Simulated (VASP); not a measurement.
Given:

```yaml
crystal:
  lattice:
    - [3.16891, 0.00000, 0.00000]
    - [0.00000, 3.16891, 0.00000]
    - [0.00000, 0.00000, 3.16891]
  atoms:
    - { symbol: Ti, position: [0.00000, 0.00000, 0.00000] }
    - { symbol: Al, position: [0.50000, 0.50000, 0.50000] }
```

Computed with r2SCAN meta-GGA, VASP's PBE PAW potentials (set 64) (plane waves; VASP). Numerical set-up: 400 eV cut-off, 13×13×13 Γ-centred mesh, tetrahedra with Blöchl corrections, potentials Ti_sv Al.

Question: Tabulate the total density of states (states/eV per cell) against energy (eV; zero at the valence-band maximum or, without a gap, the Fermi level).

Answer: 
(E (eV), DOS (states/eV)): (-9.90, 0.00); (-9.69, 0.08); (-9.47, 0.12); (-9.25, 0.15); (-9.03, 0.18); (-8.81, 0.20); (-8.59, 0.23); (-8.38, 0.26); (-8.05, 0.29); (-7.83, 0.32); (-7.61, 0.35); (-7.39, 0.38); (-7.17, 0.41); (-6.96, 0.45); (-6.74, 0.52); (-6.52, 0.64); (-6.30, 0.63); (-6.08, 0.61); (-5.86, 0.60); (-5.64, 0.58); (-5.43, 0.59); (-5.21, 0.54); (-4.99, 0.46); (-4.66, 0.43); (-4.44, 0.44); (-4.22, 0.47); (-4.01, 0.51); (-3.79, 0.57); (-3.57, 0.65); (-3.35, 0.79); (-3.13, 1.88); (-2.91, 1.56); (-2.69, 1.20); (-2.48, 1.18); (-2.26, 1.36); (-2.04, 1.38); (-1.82, 1.39); (-1.49, 1.39); (-1.27, 1.01); (-1.06, 0.87); (-0.84, 0.85); (-0.62, 0.86); (-0.40, 1.16); (-0.18, 1.74); (0.04, 2.29); (0.25, 1.37); (0.47, 2.88); (0.69, 3.60); (0.91, 3.13); (1.13, 3.94); (1.35, 2.28); (1.56, 1.60); (1.89, 1.26); (2.11, 0.73); (2.33, 0.20); (2.55, 0.12); (2.77, 0.22); (2.98, 2.63); (3.20, 2.65); (3.42, 1.19)
Within 2 eV below the Fermi level the largest weight inside VASP's projection spheres is Ti d.

The structure was generated: TiAl was put into the CsCl type type (Pm-3m), which need not be its known phase. It was relaxed first, which changed the volume by -35 %. The electron count is odd and the run is not spin-polarised, which forces a metal.
